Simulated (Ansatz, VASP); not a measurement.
**TlSe4Cl in two plane-wave programs**

Aim: how closely do two programs agree when they are given the same cell, functional and k mesh? The cell is generated by rule, not measured, and may not be a known phase. The cell is taken from a series of runs on this material, whose earlier steps may have relaxed, scaled, displaced or heated it; both programs get it as it stands.

Program: Ansatz 0.2.0. Level of theory: plane waves, with VASP 6.6.1 beside it; PBEsol. Results are calculated unless marked as measured.

The structure was built from a prototype and need not be the compound's stable phase.

**1. The starting structure**

It takes space group F-43m (No. 216, cubic). Conventional cell: a = 9.706 Å, b = 9.706 Å, c = 9.706 Å, α = 90.00°, β = 90.00°, γ = 90.00°. Tl has 12 Se at 3.97 Å nearest. Nearest to Cl lie 4 Se at 2.54 Å. Nearest to Se lie 1 Cl at 2.54 Å and 3 Se at 2.72 Å. Farther neighbours and most contacts between anions are not listed.

Structure file:

```cif
data_structure
_symmetry_space_group_name_H-M 'P 1'
_symmetry_Int_Tables_number 1
_cell_length_a 6.8631
_cell_length_b 6.8631
_cell_length_c 6.8631
_cell_angle_alpha 60.000
_cell_angle_beta 60.000
_cell_angle_gamma 60.000
_cell_volume 228.58
loop_
_atom_site_label
_atom_site_type_symbol
_atom_site_fract_x
_atom_site_fract_y
_atom_site_fract_z
_atom_site_occupancy
Tl1 Tl 0.50000 0.50000 0.50000 1
Cl2 Cl 0.00000 0.00000 0.00000 1
Se3 Se 0.15109 0.15109 0.15109 1
Se4 Se 0.54674 0.15109 0.15109 1
Se5 Se 0.15109 0.15109 0.54674 1
Se6 Se 0.15109 0.54674 0.15109 1
```

**2. VASP: zone-centre phonons, PBEsol**

Second derivatives magnify differences that forces hide, and they need a tight electronic threshold.

Lines of VASP's logs that name or quote its potential files are left out, and so is its time.

The input, INCAR:

```
SYSTEM = TlSe4Cl
PREC = Accurate
ENCUT = 500
EDIFF = 1E-08
NELM = 120
ISMEAR = 1
SIGMA = 0.2
LREAL = .FALSE.
ALGO = Normal
GGA = PS
NBANDS = 28
LORBIT = 11
LWAVE = .FALSE.
LCHARG = .FALSE.
ISIF = 2
IBRION = 8
LASPH = .TRUE.
GGA_COMPAT = .FALSE.
KPAR = 2
```

The input, POSCAR:

```
TlSe4Cl
1.0
    0.0000000000      4.8529202603      4.8529202603
    4.8529202603      0.0000000000      4.8529202603
    4.8529202603      4.8529202603      0.0000000000
Tl Cl Se
1 1 4
Direct
    0.5000000000      0.5000000000      0.5000000000
    0.0000000000      0.0000000000      0.0000000000
    0.1510856002      0.1510856002      0.1510856002
    0.5467431995      0.1510856002      0.1510856002
    0.1510856002      0.1510856002      0.5467431995
    0.1510856002      0.5467431995      0.1510856002
```

The input, KPOINTS:

```
Automatic mesh
0
Gamma
6 6 6
0 0 0
```

Potentials, in the order of the species: Tl_d, Cl and Se (PBE family, release 64).

On the command line:

```bash
mpirun -np 2 vasp_std
```

Numbers of over 12 decimals in the logs are rounded to 6 here.

The log of the run:

```text
[banner, memory and clock lines left out]
running    2 mpi-ranks, on    1 nodes
 distrk:  each k-point on    1 cores,    2 groups
 distr:  one band on    1 cores,    1 groups

 POSCAR found type information on POSCAR TlClSe
 POSCAR found :  3 types and       6 ions
|                                                                             |
|               ----> ADVICE to this user running VASP <----                  |
|                                                                             |
|     You enforced a specific xc type in the INCAR file but a different       |
|     [... a line on the potential file left out ...]
|     I HOPE YOU KNOW WHAT YOU ARE DOING!                                     |
|                                                                             |

 LDA part: xc-table for (Slater+PW92), standard interpolation
 POSCAR, INCAR and KPOINTS ok, starting setup
 FFT: planning ... GRIDC
 FFT: planning ... GRID_SOFT
 FFT: planning ... GRID
 WAVECAR not read
 entering main loop
       N       E                     dE             d eps       ncg     rms          rms(c)
DAV:   1     0.258536232095E+03    0.25854E+03   -0.17818E+04   896   0.125E+03
DAV:   2     0.669693036958E+01   -0.25184E+03   -0.24519E+03  1120   0.236E+02
DAV:   3    -0.169027821463E+02   -0.23600E+02   -0.23214E+02  1080   0.689E+01
DAV:   4    -0.174708522708E+02   -0.56807E+00   -0.55637E+00  1128   0.106E+01
DAV:   5    -0.174801562517E+02   -0.93040E-02   -0.92838E-02  1108   0.140E+00    0.108E+01
DAV:   6    -0.171874026345E+02    0.29275E+00   -0.23328E-01  1116   0.218E+00    0.660E+00
DAV:   7    -0.170874262504E+02    0.99976E-01   -0.41908E-01  1136   0.269E+00    0.655E-01
DAV:   8    -0.170880699629E+02   -0.64371E-03   -0.55555E-02  1060   0.121E+00    0.195E-01
DAV:   9    -0.170890941320E+02   -0.10242E-02   -0.27203E-03  1144   0.251E-01    0.113E-01
DAV:  10    -0.170898098382E+02   -0.71571E-03   -0.48946E-04  1016   0.108E-01    0.476E-02
DAV:  11    -0.170899588427E+02   -0.14900E-03   -0.92500E-05  1076   0.517E-02    0.214E-02
DAV:  12    -0.170899827751E+02   -0.23932E-04   -0.26726E-05   972   0.258E-02    0.807E-03
DAV:  13    -0.170899834738E+02   -0.69870E-06   -0.40677E-06  1052   0.136E-02    0.352E-03
DAV:  14    -0.170899828197E+02    0.65407E-06   -0.26519E-06   932   0.905E-03    0.151E-03
DAV:  15    -0.170899827662E+02    0.53478E-07   -0.18964E-07  1048   0.283E-03    0.531E-04
DAV:  16    -0.170899827770E+02   -0.10766E-07   -0.18200E-08   892   0.794E-04    0.353E-04
DAV:  17    -0.170899827927E+02   -0.15734E-07   -0.43372E-09   656   0.346E-04    0.555E-05
DAV:  18    -0.170899827917E+02    0.10173E-08   -0.44899E-10   536   0.113E-04
   1 F= -.17089983E+02 E0= -.17087517E+02  d E =-.739725E-02
 Linear response reoptimize wavefunctions to high precision
DAV:   1    -0.170899827896E+02    0.20859E-08   -0.74463E-11   568   0.484E-05
DAV:   2    -0.170899827896E+02    0.44565E-10   -0.39836E-11   536   0.251E-05
 Linear response DOF=           3
 Linear response progress:
  Degree of freedom:   1/  3
       N       E                     dE             d eps       ncg     rms          rms(c)
RMM:   1    -0.347264285024E+00   -0.34726E+00   -0.26125E-01  4449   0.226E+00
RMM:   2    -0.348683744143E+00   -0.14195E-02   -0.35449E-03  4045   0.290E-01    0.273E-02
RMM:   3    -0.348568897115E+00    0.11485E-03   -0.15923E-04  4716   0.518E-02    0.136E-02
RMM:   4    -0.348499731016E+00    0.69166E-04   -0.13448E-05  4660   0.142E-02    0.840E-03
RMM:   5    -0.348385661867E+00    0.11407E-03   -0.42195E-06  4616   0.896E-03    0.256E-03
RMM:   6    -0.348359358057E+00    0.26304E-04   -0.11851E-06  4584   0.398E-03    0.123E-03
RMM:   7    -0.348379309323E+00   -0.19951E-04   -0.23474E-07  4167   0.169E-03    0.228E-04
RMM:   8    -0.348381469038E+00   -0.21597E-05   -0.13224E-07  4654   0.520E-04    0.108E-04
RMM:   9    -0.348382972133E+00   -0.15031E-05   -0.19865E-08  4681   0.226E-04    0.553E-05
RMM:  10    -0.348382302076E+00    0.67006E-06   -0.21216E-08  4663   0.866E-05    0.113E-05
RMM:  11    -0.348382397674E+00   -0.95598E-07   -0.24686E-08  4852   0.427E-05    0.493E-06
RMM:  12    -0.348382344918E+00    0.52756E-07   -0.20137E-08  4895   0.262E-05    0.215E-06
RMM:  13    -0.348382356915E+00   -0.11997E-07   -0.17751E-08  4561   0.206E-05    0.671E-07
RMM:  14    -0.348382368548E+00   -0.11633E-07   -0.17362E-08  4229   0.187E-05    0.362E-07
RMM:  15    -0.348382364903E+00    0.36455E-08   -0.15268E-08  3683   0.180E-05    0.128E-07
 first order change of Fermi-energy   0.74954E-04
 force on displaced ion       1 direction 1 :   0.820  -0.000   0.000
 Linear response progress:
  Degree of freedom:   2/  3
       N       E                     dE             d eps       ncg     rms          rms(c)
RMM:   1    -0.205565649567E+00   -0.20557E+00    0.29565E-02  5948   0.196E+00
RMM:   2    -0.200625702409E+00    0.49399E-02   -0.62744E-03  3868   0.353E-01    0.151E-01
RMM:   3    -0.200734897833E+00   -0.10920E-03   -0.25660E-04  4069   0.665E-02    0.865E-02
RMM:   4    -0.200937483128E+00   -0.20259E-03   -0.50864E-05  4253   0.279E-02    0.136E-02
RMM:   5    -0.200956982525E+00   -0.19499E-04   -0.87409E-06  4441   0.709E-03    0.523E-03
RMM:   6    -0.200948428268E+00    0.85543E-05   -0.97135E-07  4369   0.291E-03    0.193E-03
RMM:   7    -0.200947412152E+00    0.10161E-05   -0.39909E-07  4405   0.174E-03    0.594E-04
RMM:   8    -0.200952260032E+00   -0.48479E-05   -0.22885E-07  4286   0.880E-04    0.202E-04
RMM:   9    -0.200953209279E+00   -0.94925E-06   -0.13464E-07  4253   0.366E-04    0.968E-05
RMM:  10    -0.200953660988E+00   -0.45171E-06   -0.28091E-08  4443   0.161E-04    0.342E-05
RMM:  11    -0.200953705565E+00   -0.44577E-07   -0.22141E-08  4695   0.595E-05    0.103E-05
RMM:  12    -0.200953736799E+00   -0.31234E-07   -0.49104E-08  4488   0.308E-05    0.389E-06
RMM:  13    -0.200953733475E+00    0.33240E-08   -0.35226E-08  4687   0.225E-05    0.145E-06
 first order change of Fermi-energy  -0.29278E-03
 force on displaced ion       2 direction 1 :  -2.643  -0.000  -0.000
 Linear response progress:
  Degree of freedom:   3/  3
       N       E                     dE             d eps       ncg     rms          rms(c)
RMM:   1    -0.902055599944E-01   -0.90206E-01    0.28439E-02  8133   0.110E+00
RMM:   2    -0.878090253788E-01    0.23965E-02   -0.47069E-03  5717   0.256E-01    0.164E-01
RMM:   3    -0.878560483535E-01   -0.47023E-04   -0.10670E-03  5943   0.986E-02    0.999E-02
RMM:   4    -0.876903976186E-01    0.16565E-03   -0.20679E-04  6095   0.442E-02    0.639E-02
RMM:   5    -0.877911044974E-01   -0.10071E-03   -0.29020E-05  6376   0.266E-02    0.154E-02
RMM:   6    -0.878055978263E-01   -0.14493E-04   -0.32397E-06  6752   0.641E-03    0.645E-03
RMM:   7    -0.878109855403E-01   -0.53877E-05   -0.60634E-07  6522   0.358E-03    0.151E-03
RMM:   8    -0.878116218949E-01   -0.63635E-06   -0.14676E-07  6871   0.103E-03    0.925E-04
RMM:   9    -0.878135429942E-01   -0.19211E-05    0.35206E-07  6487   0.965E-04    0.305E-04
RMM:  10    -0.878141432972E-01   -0.60030E-06    0.41759E-07  6220   0.427E-04    0.126E-04
RMM:  11    -0.878142244134E-01   -0.81116E-07    0.27820E-07  6575   0.217E-04    0.426E-05
RMM:  12    -0.878143431408E-01   -0.11873E-06    0.79621E-08  7047   0.665E-05    0.140E-05
RMM:  13    -0.878143490604E-01   -0.59196E-08    0.94646E-08  6567   0.306E-05    0.499E-06
 first order change of Fermi-energy   0.42316E+00
 force on displaced ion       3 direction 1 :   0.263  -1.284  -1.284
 Linear response finished
```

Parts of OUTCAR (step 2):

```text
ion  position               nearest neighbor table
   1  0.500  0.500  0.500-
   2  0.000  0.000  0.000-   4 2.54   5 2.54   6 2.54   3 2.54
   3  0.151  0.151  0.151-   2 2.54   4 2.72   5 2.72   6 2.72
   4  0.547  0.151  0.151-   2 2.54   3 2.72   5 2.72   6 2.72
   5  0.151  0.151  0.547-   2 2.54   3 2.72   4 2.72   6 2.72
   6  0.151  0.547  0.151-   2 2.54   3 2.72   4 2.72   5 2.72

  LATTYP: Found a face centered cubic cell.
 ALAT       =     9.7058405206

 Subroutine GETGRP returns: Found 24 space group operations
 (whereof 24 operations were pure point group operations)

The static configuration has the point symmetry T_d .

 Found     16 irreducible k-points:

   k-points           NKPTS =     16   k-points in BZ     NKDIM =     16   number of bands    NBANDS=     28

   dimension x,y,z NGX =    50 NGY =   50 NGZ =   50
   dimension x,y,z NGXF=   100 NGYF=  100 NGZF=  100

   ENCUT  =  500.0 eV  36.75 Ry    6.06 a.u.  12.51 12.51 12.51*2*pi/ulx,y,z

   NELECT =      44.0000    total number of electrons

 k-points in reciprocal lattice and weights: Automatic mesh
   0.00000000  0.00000000  0.00000000       0.005
   0.16666667  0.00000000  0.00000000       0.037
   0.33333333  0.00000000  0.00000000       0.037
   0.50000000  0.00000000  0.00000000       0.019
   0.16666667  0.16666667  0.00000000       0.028
   0.33333333  0.16666667  0.00000000       0.111
   0.50000000  0.16666667  0.00000000       0.111
  -0.33333333  0.16666667  0.00000000       0.111
  -0.16666667  0.16666667  0.00000000       0.056
[...]
-0.33333333  0.33333333  0.16666667       0.111
  -0.33333333  0.50000000  0.16666667       0.056

 average (electrostatic) potential at core
       1 -88.5170       2 -95.8882       3 -57.4488       4 -57.4488       5 -57.4488
       6 -57.4488

  Total        0.0243712      0.0243712      0.0243712     -0.0000000      0.0000000     -0.0000000
  in kB        0.1708234      0.1708234      0.1708234     -0.0000000      0.0000000     -0.0000000
  external PRESSURE =       0.1708234 kB  Pullay stress =       0.0000000 kB

  energy-cutoff  :      500.00
  volume of cell :      228.58
      direct lattice vectors                 reciprocal lattice vectors
     0.000000000  4.852920260  4.852920260    -0.103030747  0.103030747  0.103030747
     4.852920260  0.000000000  4.852920260     0.103030747 -0.103030747  0.103030747
     4.852920260  4.852920260  0.000000000     0.103030747  0.103030747 -0.103030747

 POSITION                                       TOTAL-FORCE (eV/Angst)
 -----------------------------------------------------------------------------------
      4.85292      4.85292      4.85292        -0.000000     -0.000000     -0.000000
      0.00000      0.00000      0.00000        -0.000000     -0.000000     -0.000000
      1.46641      1.46641      1.46641        -0.007023     -0.007023     -0.007023
      1.46641      3.38651      3.38651        -0.007023      0.007023      0.007023
      3.38651      3.38651      1.46641         0.007023      0.007023     -0.007023
      3.38651      1.46641      3.38651         0.007023     -0.007023      0.007023
 -----------------------------------------------------------------------------------
    total drift:                               -0.000001     -0.000001     -0.000001

 Eigenvectors and eigenvalues of the dynamical matrix
 ----------------------------------------------------

   1 f  =    7.099875 THz    44.609832 2PiTHz  236.826346 cm-1    29.362711 meV
             X         Y         Z           dx          dy          dz
      4.852920  4.852920  4.852920     0.000000   -0.000000   -0.000000
      0.000000  0.000000  0.000000    -0.000000   -0.000000    0.000000
      1.466413  1.466413  1.466413     0.288675    0.288675    0.288675
      1.466413  3.386508  3.386508     0.288675   -0.288675   -0.288675
      3.386508  3.386508  1.466413    -0.288675   -0.288675    0.288675
      3.386508  1.466413  3.386508    -0.288675    0.288675   -0.288675

   2 f  =    4.491300 THz    28.219671 2PiTHz  149.813647 cm-1    18.574517 meV
             X         Y         Z           dx          dy          dz
      4.852920  4.852920  4.852920    -0.001198   -0.000455   -0.023203
      0.000000  0.000000  0.000000     0.049099    0.018672    0.951261
      1.466413  1.466413  1.466413     0.005071    0.010279   -0.149319
      1.466413  3.386508  3.386508    -0.020578    0.008980   -0.150617
      3.386508  3.386508  1.466413    -0.020084   -0.014877   -0.151111
      3.386508  1.466413  3.386508     0.004578   -0.016176   -0.149813

   3 f  =    4.491300 THz    28.219671 2PiTHz  149.813647 cm-1    18.574517 meV
             X         Y         Z           dx          dy          dz
      4.852920  4.852920  4.852920     0.021008   -0.009894   -0.000890
      0.000000  0.000000  0.000000    -0.861271    0.405633    0.036492
      1.466413  1.466413  1.466413     0.141851   -0.074960   -0.011787
      1.466413  3.386508  3.386508     0.130159   -0.052184    0.010989
      3.386508  3.386508  1.466413     0.140886   -0.075925    0.000262
      3.386508  1.466413  3.386508     0.131124   -0.053149   -0.022514

   4 f  =    4.491300 THz    28.219671 2PiTHz  149.813647 cm-1    18.574517 meV
             X         Y         Z           dx          dy          dz
      4.852920  4.852920  4.852920    -0.009862   -0.021022    0.000922
      0.000000  0.000000  0.000000     0.404301    0.861841   -0.037785
      1.466413  1.466413  1.466413    -0.052948   -0.131249    0.022708
      1.466413  3.386508  3.386508    -0.074740   -0.141940    0.012016
      3.386508  3.386508  1.466413    -0.051949   -0.130249   -0.010775
      3.386508  1.466413  3.386508    -0.075739   -0.140941   -0.000083

   5 f  =    0.010388 THz     0.065269 2PiTHz    0.346500 cm-1     0.042961 meV
             X         Y         Z           dx          dy          dz
      4.852920  4.852920  4.852920    -0.141683   -0.276064   -0.514245
      0.000000  0.000000  0.000000    -0.059908   -0.116728   -0.217439
      1.466413  1.466413  1.466413    -0.091012   -0.175554   -0.325398
      1.466413  3.386508  3.386508    -0.087828   -0.174983   -0.324827
      3.386508  3.386508  1.466413    -0.088941   -0.173482   -0.323715
      3.386508  1.466413  3.386508    -0.089900   -0.172911   -0.324286

   6 f  =    0.010388 THz     0.065269 2PiTHz    0.346500 cm-1     0.042961 meV
             X         Y         Z           dx          dy          dz
      4.852920  4.852920  4.852920    -0.562364    0.206212    0.044238
      0.000000  0.000000  0.000000    -0.237785    0.087193    0.018705
      1.466413  1.466413  1.466413    -0.354421    0.129103    0.027203
      1.466413  3.386508  3.386508    -0.355430    0.131369    0.029468
      3.386508  3.386508  1.466413    -0.354599    0.128925    0.028638
      3.386508  1.466413  3.386508    -0.355252    0.131191    0.026372

   7 f  =    0.010388 THz     0.065269 2PiTHz    0.346500 cm-1     0.042961 meV
             X         Y         Z           dx          dy          dz
      4.852920  4.852920  4.852920     0.156226    0.491934   -0.307129
      0.000000  0.000000  0.000000     0.066057    0.208005   -0.129864
      1.466413  1.466413  1.466413     0.098972    0.310171   -0.192533
      1.466413  3.386508  3.386508     0.098227    0.309542   -0.193163
      3.386508  3.386508  1.466413     0.100209    0.311408   -0.195145
      3.386508  1.466413  3.386508     0.096990    0.310779   -0.194515

   8 f/i=    0.461427 THz     2.899229 2PiTHz   15.391536 cm-1     1.908306 meV
             X         Y         Z           dx          dy          dz
      4.852920  4.852920  4.852920     0.000000   -0.000000   -0.000000
      0.000000  0.000000  0.000000     0.000000   -0.000000   -0.000000
      1.466413  1.466413  1.466413     0.449941   -0.214109   -0.235832
      1.466413  3.386508  3.386508    -0.449941   -0.406347   -0.043594
      3.386508  3.386508  1.466413    -0.170514    0.406347    0.235832
      3.386508  1.466413  3.386508     0.170514    0.214109    0.043594

   9 f/i=    0.461427 THz     2.899229 2PiTHz   15.391536 cm-1     1.908306 meV
             X         Y         Z           dx          dy          dz
      4.852920  4.852920  4.852920    -0.000000   -0.000000    0.000000
      0.000000  0.000000  0.000000    -0.000000   -0.000000    0.000000
      1.466413  1.466413  1.466413     0.054626    0.385586   -0.440212
      1.466413  3.386508  3.386508    -0.054626   -0.050338   -0.004288
      3.386508  3.386508  1.466413     0.389873    0.050338    0.440212
      3.386508  1.466413  3.386508    -0.389873   -0.385586    0.004288

  10 f/i=    0.461427 THz     2.899229 2PiTHz   15.391536 cm-1     1.908306 meV
             X         Y         Z           dx          dy          dz
      4.852920  4.852920  4.852920     0.000000    0.000000    0.000000
      0.000000  0.000000  0.000000     0.000000    0.000000    0.000000
      1.466413  1.466413  1.466413     0.211113   -0.235544    0.024431
      1.466413  3.386508  3.386508    -0.211113    0.286964   -0.498077
      3.386508  3.386508  1.466413     0.262533   -0.286964   -0.024431
      3.386508  1.466413  3.386508    -0.262533    0.235544    0.498077

  11 f/i=    1.008362 THz     6.335728 2PiTHz   33.635348 cm-1     4.170250 meV
             X         Y         Z           dx          dy          dz
      4.852920  4.852920  4.852920     0.130510   -0.738726   -0.222113
      0.000000  0.000000  0.000000    -0.025447    0.144037    0.043308
      1.466413  1.466413  1.466413     0.041919    0.276568    0.137109
      1.466413  3.386508  3.386508    -0.136634    0.300821    0.161362
      3.386508  3.386508  1.466413     0.000644    0.235293    0.024084
      3.386508  1.466413  3.386508    -0.095359    0.259546   -0.000169

  12 f/i=    1.008362 THz     6.335728 2PiTHz   33.635348 cm-1     4.170250 meV
             X         Y         Z           dx          dy          dz
      4.852920  4.852920  4.852920    -0.769154   -0.141780    0.019604
      0.000000  0.000000  0.000000     0.149970    0.027644   -0.003822
      1.466413  1.466413  1.466413     0.290450    0.121092    0.077526
      1.466413  3.386508  3.386508     0.267746   -0.021841   -0.065406
      3.386508  3.386508  1.466413     0.294093    0.124735   -0.091753
      3.386508  1.466413  3.386508     0.264103   -0.018198    0.051179

  13 f/i=    1.008362 THz     6.335728 2PiTHz   33.635348 cm-1     4.170250 meV
             X         Y         Z           dx          dy          dz
      4.852920  4.852920  4.852920    -0.058762    0.215094   -0.749910
      0.000000  0.000000  0.000000     0.011457   -0.041939    0.146218
      1.466413  1.466413  1.466413     0.071015   -0.002912    0.257589
      1.466413  3.386508  3.386508    -0.028370   -0.013831    0.246670
      3.386508  3.386508  1.466413    -0.068341   -0.142268    0.286641
      3.386508  1.466413  3.386508     0.110986   -0.153188    0.297560
    [... 43 further lines ...]
      3.386508  3.386508  1.466413    -0.444470    0.005652   -0.011276
      3.386508  1.466413  3.386508     0.385790   -0.359737    0.354114

 ELASTIC MODULI CONTR FROM IONIC RELAXATION (kBar)
 Direction    XX          YY          ZZ          XY          YZ          ZX
 --------------------------------------------------------------------------------
 XX         -45.8084    -45.8084    -45.8084      0.0000      0.0000      0.0000
 YY         -45.8084    -45.8084    -45.8084      0.0000     -0.0000     -0.0000
 ZZ         -45.8084    -45.8084    -45.8084     -0.0000      0.0000     -0.0000
 XY           0.0000      0.0000     -0.0000   -239.4452      0.0000      0.0000
 YZ           0.0000     -0.0000      0.0000      0.0000   -239.4452      0.0000
 ZX           0.0000     -0.0000     -0.0000      0.0000      0.0000   -239.4452
 --------------------------------------------------------------------------------
```

(Part 1 of 2 ends here.)

[Lines on the potential files, build, host, timing and source positions are cut from VASP's logs without a mark.]

[Logs are printed without paths, hosts, clocks, repeated set-up lines and the standing remarks that a program may print on its own settings, such as how far it seeks lower states.]

[Hosts, paths, dates, database ids (printed as entryN), source tags and the programs' standing remarks are cut or masked in the printed files.]
